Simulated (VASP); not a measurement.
Here is a VASP 6.6.1 calculation.

Contents of INCAR:

```
SYSTEM = SrGaI3
ALGO     = Fast           ! electronic algorithm
EDIFF    = 1E-6           ! SCF threshold, eV
EDIFFG   = -0.01          ! ionic threshold
ENCUT    = 600            ! plane-wave cutoff, eV
GGA      = PE             ! functional
IBRION   = 2              ! ionic algorithm
ISIF     = 3              ! what is computed and relaxed
ISMEAR   = 0              ! smearing method
LASPH    = .True.         ! aspherical terms in the spheres
LCHARG   = .False.        ! write CHGCAR
LREAL    = .False.        ! projectors in reciprocal space
LWAVE    = .False.        ! write WAVECAR
NELM     = 60             ! most SCF steps
NSW      = 100            ! ionic steps
PREC     = Accurate       ! precision mode
SIGMA    = 0.1            ! smearing width, eV
```

Contents of KPOINTS:

```
k-points
0
Gamma
  6 6 6
  0 0 0
```

File POSCAR:

```
SrGaI3
1.0
    5.8983974320      0.0000000000      0.0000000000
    0.0000000000      5.8983974320      0.0000000000
    0.0000000000      0.0000000000      5.8983974320
Sr Ga I
1 1 3
Direct
    0.5000000000      0.5000000000      0.5000000000
    0.0000000000      0.0000000000      0.0000000000
    0.5000000000      0.0000000000      0.0000000000
    0.0000000000      0.5000000000      0.0000000000
    0.0000000000      0.0000000000      0.5000000000
```

Potentials or basis: VASP PAW PBE potentials, release 64 (Sr_sv, Ga_d, I).

Run with:

```bash
$ cat potpaw_PBE.64/Sr_sv/POTCAR potpaw_PBE.64/Ga_d/POTCAR potpaw_PBE.64/I/POTCAR > POTCAR
$ mpirun -np 1 vasp_std > vasp.out
```

Task: What does it give for the band gap on the k mesh?

Result: None (metal or under the smearing width).

Task: Estimate the relaxed cell.

Result: a = 5.893 Å, b = 5.893 Å, c = 5.893 Å, α = 90.00°, β = 90.00°, γ = 90.00°.

Step by step:
```
step  energy change (eV)  largest force (eV/Å)  pressure (GPa)  volume (Å³)
   1              0.0000                0.0000           -0.07       205.21
   2             -0.0002                0.0000           -0.02       204.68
```

Spin-orbit coupling is left out, which matters for the levels of I.
